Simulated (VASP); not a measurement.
Data:

```yaml
crystal:
  lattice:
    - [0.00000, 3.35102, 3.35102]
    - [3.35102, 0.00000, 3.35102]
    - [3.35102, 3.35102, 0.00000]
  atoms:
    - { symbol: Rb, position: [0.00000, 0.00000, 0.00000] }
    - { symbol: Cl, position: [0.50000, 0.50000, 0.50000] }
```

These are HSE06 screened hybrid, VASP's PBE PAW potentials (set 64) (plane waves; VASP) values and carry that method's errors. Numerical set-up: 520 eV cut-off, 6×6×6 Γ-centred mesh, Gaussian smearing of 0.050 eV, potentials Rb_sv Cl.

Q: Predict the energy per atom (σ→0), band gap (over the mesh, the named points and PBE's band edges) with the smallest direct gap where there is one.

A: 
* **band gap (over the mesh, the named points and PBE's band edges)**: 6.14 eV
* **smallest direct gap (over the mesh, the named points and PBE's band edges)**: 6.14 eV
* **energy per atom (σ→0)**: -3.879 eV/atom

Total energies compare only between runs with the same potentials, cut-off and functional.

The compound is RbCl in the rock salt structure. It was relaxed first, which changed the volume by +6 %.
